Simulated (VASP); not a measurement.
An input for Ansatz (written as the equivalent of a VASP run, and not itself run):

Ansatz 0.2 input:
```yaml
crystal:
  lattice:
    - [-2.3716594, 2.3716594, 1.3177526]
    - [2.3716594, -2.3716594, 1.3177526]
    - [2.3716594, 2.3716594, -1.3177526]
  atoms:
    - { symbol: Si, position: [0.2500000, 0.7500000, 0.5000000] }
    - { symbol: Si, position: [0.5000000, 0.5000000, 0.0000000] }
kpoints:
  mp_grid: { grid: [18, 18, 18] }
hamiltonian:
  xc: lda
  pseudopotentials: { kind: paw }
scf:
  occupations: { method: tetrahedron }
  max_iter: 100
output: { forces: true, stress: true, eigenvalues: true }
```

**Question.** Translate this input to VASP (INCAR, KPOINTS, POSCAR, choice of POTCAR).

**Answer.** One answer among several that fit: 
### INCAR
```
! general
SYSTEM  =  Si
PREC    =  Accurate
ENCUT   =  400
LREAL   =  .FALSE.   ! projection in real space or not
LASPH   =  .TRUE.

! electronic loop
EDIFF   =  1E-7   ! SCF stop (eV)
NELM    =  100
ALGO    =  Normal

! smearing
ISMEAR  =  -5

! ions
ISIF    =  2

! output
LWAVE   =  .FALSE.
LCHARG  =  .TRUE.
LORBIT  =  11
NEDOS   =  601   ! DOS grid
```

**POSCAR**
```
Si
4.7433190
 -0.4999999698   0.4999999698   0.2778123565
  0.4999999698  -0.4999999698   0.2778123565
  0.4999999698   0.4999999698  -0.2778123565
Si
2
Cart
  0.4999999698   0.0000000000   0.1389061782
  0.0000000000   0.0000000000   0.2778123565
```

### KPOINTS
```
Automatic mesh
0
Gamma
18 18 18
0 0 0
```

POTCAR, in this order: Si (LDA.64 set). Program: vasp_std.

Limits of the translation: each code has its own PAW files, so the cut-off isn't converted (ENCUT is set for VASP's; basis.ecutwfc is left out, and Ansatz then takes the one that its files recommend); Ansatz stops its SCF on the density residual and VASP on the energy change (EDIFF); Ansatz's lda is the Perdew-Wang form, while the LDA potentials of VASP carry Perdew-Zunger's.

The structure comes from a computed database's Si entry (I4_1/amd); how it stands against other phases isn't given here. It was relaxed first.
